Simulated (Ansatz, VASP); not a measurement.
**TiOs: VASP beside Ansatz**

```
Ti Os
1.0
     3.04001    0.00000    0.00000
     0.00000    3.04001    0.00000
     0.00000    0.00000    3.04001
Ti Os
1 1
Direct
  0.50000 0.50000 0.50000
  0.00000 0.00000 0.00000
```

Alike in both runs: functional LDA; k mesh 14 × 14 × 14; occupations gaussian, width 0.1 eV; no spin polarisation.

Ansatz relaxed the structure, and its values are those at the end. VASP's run is a single point on that final structure, the one shown.

|  | VASP | Ansatz |
| --- | --- | --- |
| version | VASP 6.6.1 | Ansatz 0.2.0 |
| potentials or method | VASP PAW LDA potentials, release 64 (Ti_sv, Os) | scalar-relativistic, plane waves, PAW |
| plane-wave cutoff (eV) | 520 | 420 |
| valence electrons in the cell | 20 | 28 |

|  | VASP | Ansatz | Ansatz less VASP |
| --- | --- | --- | --- |
| gap on the k mesh at the Fermi level (eV) | none | none | - |
| pressure (GPa) | 0.4 | 0.0 | -0.40 |

A gap of «none» marks a metal or a gap that the smearing closes. The two sets of potentials don't hold the same shells in valence.

Spin-orbit coupling is left out, which matters for the levels of Os.
